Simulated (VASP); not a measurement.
```xyz
6
Lattice="1.6724 -2.8967 0.0000 1.6724 2.8967 0.0000 0.0000 0.0000 13.0366" Properties=species:S:1:pos:R:3 pbc="T T T"
W      1.6724     0.9656     3.2591
W      1.6724    -0.9656     9.7774
Se     1.6724     0.9656    11.4970
Se     1.6724    -0.9656     4.9787
Se     1.6724    -0.9656     1.5396
Se     1.6724     0.9656     8.0579
```

These are PBE GGA with D3 dispersion (Becke-Johnson damping), VASP's PBE PAW potentials (set 64) (plane waves; VASP) values and carry that method's errors. Run with 520 eV cut-off, 8×8×2 Γ-centred mesh, Gaussian smearing of 0.050 eV, potentials W_sv Se.

Problem. The ions and cell shape at fixed volume are relaxed. Predict the relaxed structure.

Solution. 
```xyz
6
Lattice="1.6528 -2.8627 0.0000 1.6528 2.8627 0.0000 0.0000 0.0000 13.3478" Properties=species:S:1:pos:R:3 pbc="T T T"
W      1.6528     0.9542     3.3369
W      1.6528    -0.9542    10.0108
Se     1.6528     0.9542    11.6936
Se     1.6528    -0.9542     5.0198
Se     1.6528    -0.9542     1.6541
Se     1.6528     0.9542     8.3280
```
Space group P6_3/mmc (194), at a tolerance of 0.03 Å.

Problem. How much energy does the relaxation gain?

Solution. The energy (σ→0) changes by -20.4 meV/atom, in 8 ionic steps.

```csv
step,E(σ→0) (eV),max force (eV/Å),pressure (GPa),volume (Å³)
1,-45.7598,0.869,-7.33,126.31
2,-45.8369,0.091,-4.07,126.31
3,-45.8369,0.095,-4.08,126.31
4,-45.8672,0.039,-3.16,126.31
5,-45.8818,0.030,-1.88,126.31
6,-45.8818,0.033,-1.84,126.31
7,-45.8818,0.022,-2.06,126.31
8,-45.8819,0.001,-1.97,126.31
```

The compound is WSe2 in the 2H layered structure. This cell is one point of a volume scan, at 1.06 of the reference volume. Symmetry was kept, so distortions that lower it aren't found.
